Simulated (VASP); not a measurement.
Ru:

```
Ru
1.0
     2.70580    0.00000    0.00000
    -1.35290    2.34329    0.00000
     0.00000    0.00000    4.28190
Ru
2
Direct
  0.33333 0.66667 0.25000
  0.66667 0.33333 0.75000
```

* Program: VASP 6.6.1
* Task: relaxation of cell and atoms
* Functional: LDA
* Potentials or basis: VASP PAW LDA potentials, release 64 (Ru_pv)
* Cutoff: 600 eV
* k mesh: 15 × 15 × 9
* Occupations: methfessel-paxton, width 0.1 eV
* Spin: no spin polarisation

At the start: pressure -11.7 GPa; volume 13.57 Å³/atom.

**Question.** Where does the relaxation end?

**Answer.** Over 7 steps the energy falls by 17.1 meV/atom and the volume is 13.12 Å³/atom (-3.3 %); space group P6_3/mmc (No. 194, to 0.05 Å).

Step by step:
```csv
step,energy change (eV),largest force (eV/Å),pressure (GPa),volume (Å³)
1,0.0000,0.0000,-11.65,27.15
2,0.3880,0.0000,54.06,23.45
3,-0.0341,0.0000,-0.58,26.28
4,-0.0342,0.0000,-0.09,26.24
5,-0.0342,0.0000,0.16,26.23
6,-0.0342,0.0000,-0.44,26.27
7,-0.0342,0.0000,-0.07,26.24
```

Final structure:
```yaml
crystal:
  lattice:
    - [2.67522, 0.00000, 0.00000]
    - [-1.33761, 2.31681, 0.00000]
    - [0.00000, 0.00000, 4.23420]
  atoms:
    - { symbol: Ru, position: [0.33333, 0.66667, 0.25000] }
    - { symbol: Ru, position: [0.66667, 0.33333, 0.75000] }
```
